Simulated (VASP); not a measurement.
A convergence study with VASP on TiC (space group Fm-3m): one setting is varied, all else stays as given below, so the limit is that of these other settings. Each run relaxes cell and ions from the cell shown. The basis is that of the starting cell, so low cut-offs carry a Pulay error.

```
CELL_PARAMETERS angstrom
      0.00000     2.15850     2.15850
      2.15850     0.00000     2.15850
      2.15850     2.15850     0.00000
ATOMIC_POSITIONS crystal
  Ti 0.00000 0.00000 0.00000
  C  0.50000 0.50000 0.50000
```

Computed with PBE GGA, VASP's PBE PAW potentials (set 64) (plane waves; VASP). The tightest run used: 800 eV cut-off, 13×13×13 Γ-centred mesh, Fermi-Dirac smearing of 0.10 eV, potentials Ti_sv C.

### Question
The settings run are ENCUT = 200; ENCUT = 240; ENCUT = 280; ENCUT = 340; ENCUT = 400; ENCUT = 480; ENCUT = 600; ENCUT = 800. From which on does the relaxed volume stay within 0.05 Å³/atom of the tightest run?

### Answer
From ENCUT = 480 on: it is off by 0.003 there and by no more than 0.05 in any finer run, while ENCUT = 400 is off by 0.068.
| setting | relaxed volume (Å³/atom) | E (eV/atom) | plane waves | difference judged (Å³/atom) |
|---|---|---|---|---|
| ENCUT = 200 | 8.945 | -9.6710 | 138 | 1.231 |
| ENCUT = 240 | 9.418 | -9.3950 | 178 | 0.758 |
| ENCUT = 280 | 9.766 | -9.3555 | 222 | 0.409 |
| ENCUT = 340 | 10.003 | -9.3496 | 298 | 0.172 |
| ENCUT = 400 | 10.108 | -9.3521 | 375 | 0.068 |
| ENCUT = 480 | 10.173 | -9.3548 | 531 | 0.003 |
| ENCUT = 600 | 10.175 | -9.3548 | 686 | 0.001 |
| ENCUT = 800 | 10.176 | -9.3571 | 1046 | 0.000 |

Left out are rungs that failed or repeat a setting and relaxations that didn't move; long series are thinned to 24 rows.

The structure is a typed TiC crystal (space group no. 225).
